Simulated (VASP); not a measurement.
VASP ran on this input.

### INCAR
```
SYSTEM  =  CoAl
PREC  =  Accurate; ENCUT  =  520; LREAL  =  .FALSE.
LASPH  =  .TRUE.
EDIFF  =  1E-6; NELM  =  100; ALGO  =  Normal
LMAXMIX  =  4
ISMEAR  =  1; SIGMA  =  0.1
GGA  =  PE; IVDW  =  11
IBRION  =  2; NSW  =  60; ISIF  =  3
EDIFFG  =  -0.01
LWAVE  =  .FALSE.; LCHARG  =  .FALSE.
```

KPOINTS:
```
Automatic mesh
0
Gamma
11 11 11
0 0 0
```

POSCAR:
```
CoAl
1.0
  2.8600000000   0.0000000000   0.0000000000
  0.0000000000   2.8600000000   0.0000000000
  0.0000000000   0.0000000000   2.8600000000
Al Co
1 1
Cart
  1.4300000000   1.4300000000   1.4300000000
  0.0000000000   0.0000000000   0.0000000000
```

POTCAR, in this order: Al Co (PBE.64 set). Program: vasp_std.

Q: Write an equivalent input for Quantum ESPRESSO's pw.x.

A: One equivalent input (not run):
```
&CONTROL
  calculation = 'vc-relax'
  pseudo_dir = './pseudo'
  outdir = './out'
  tprnfor = .true.
  tstress = .true.
  nstep = 60
  forc_conv_thr = 0.00039
/
&SYSTEM
  ibrav = 0
  nat = 2
  ntyp = 2
  ecutwfc = 96
  occupations = 'smearing'
  smearing = 'methfessel-paxton'
  degauss = 0.00735
  input_dft = 'pbe'
  vdw_corr = 'grimme-d3'
  dftd3_version = 3
  dftd3_threebody = .false.
/
&ELECTRONS
  conv_thr = 7.3e-08
  electron_maxstep = 100
/
&IONS
/
&CELL
/
ATOMIC_SPECIES
  Al 26.982 Al.upf
  Co 58.933 Co.upf
CELL_PARAMETERS angstrom
     2.8600000    0.0000000    0.0000000
     0.0000000    2.8600000    0.0000000
     0.0000000    0.0000000    2.8600000
ATOMIC_POSITIONS crystal
  Al   0.5000000  0.5000000  0.5000000
  Co   0.0000000  0.0000000  0.0000000
K_POINTS automatic
  11 11 11 0 0 0
```
What does not carry over: the potentials are each code's own (VASP's PAW set, PseudoDojo norm-conserving files in pw.x), so ENCUT and ecutwfc are chosen apart and not converted; conv_thr bounds pw.x's estimated SCF error, while EDIFF bounds the energy change between steps; forc_conv_thr acts on force components and is met together with etot_conv_thr.

The compound is CoAl in the CsCl type structure. This run relaxes it. Symmetry was kept, so distortions that lower it aren't found.
